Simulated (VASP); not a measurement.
Given:

```
CELL_PARAMETERS angstrom
      4.13021     0.00000     0.00000
      0.00000     4.13021     0.00000
      0.00000     0.00000     2.65509
ATOMIC_POSITIONS crystal
  Si 0.00000 0.00000 0.00000
  Si 0.50000 0.50000 0.50000
  O  0.30479 0.30479 0.00000
  O  0.80479 0.19521 0.50000
  O  0.19521 0.80479 0.50000
  O  0.69521 0.69521 0.00000
```

Computed with LDA (Ceperley-Alder, Perdew-Zunger), VASP's LDA PAW potentials (set 64) (plane waves; VASP). Settings: 620 eV cut-off, 6×6×8 Γ-centred mesh, Gaussian smearing of 0.050 eV, potentials Si O.

Question: Predict the energy per atom (σ→0), pressure, band gap (on the k-mesh) with the smallest direct gap where there is one.

Answer: 
* **band gap (on the k-mesh)**: 6.04 eV
* **smallest direct gap (on the k-mesh)**: 6.04 eV
* **energy per atom (σ→0)**: -8663 meV/atom
* **pressure**: 5.01 GPa

Total energies compare only between runs with the same potentials, cut-off and functional.

The compound is SiO2 in the rutile structure, stishovite, a high-pressure form. It was relaxed first under an external pressure of 5 GPa.
